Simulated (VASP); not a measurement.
**YGa3Cu (space group I-4m2): computed properties**

Computed with PBEsol GGA, VASP's PBE PAW potentials (set 64) (plane waves; VASP).

| Item | Result |
|---|---|
| space group | I-4m2 (119) |
| cell | a = b = 4.019 Å, c = 10.580 Å, α = β = γ = 90.00° |
| volume per atom | 17.09 Å³/atom |
| band gap (over mesh and band path) | none (metal, semimetal or under 0.01 eV) |
| density | 7.03 g/cm³ |

```yaml
crystal:
  lattice:
    - [-2.00941, 2.00941, 5.29024]
    - [2.00941, -2.00941, 5.29024]
    - [2.00941, 2.00941, -5.29024]
  atoms:
    - { symbol: Y, position: [0.00000, 0.00000, 0.00000] }
    - { symbol: Ga, position: [0.61332, 0.61332, 0.00000] }
    - { symbol: Ga, position: [0.38668, 0.38668, 0.00000] }
    - { symbol: Ga, position: [0.75000, 0.25000, 0.50000] }
    - { symbol: Cu, position: [0.25000, 0.75000, 0.50000] }
```

The structure comes from a computed database's YGa3Cu entry (I-4m2); how it stands against other phases isn't given here. It was relaxed first. Symmetry was kept, so distortions that lower it aren't found. The electron count is odd and the run is not spin-polarised, which forces a metal.
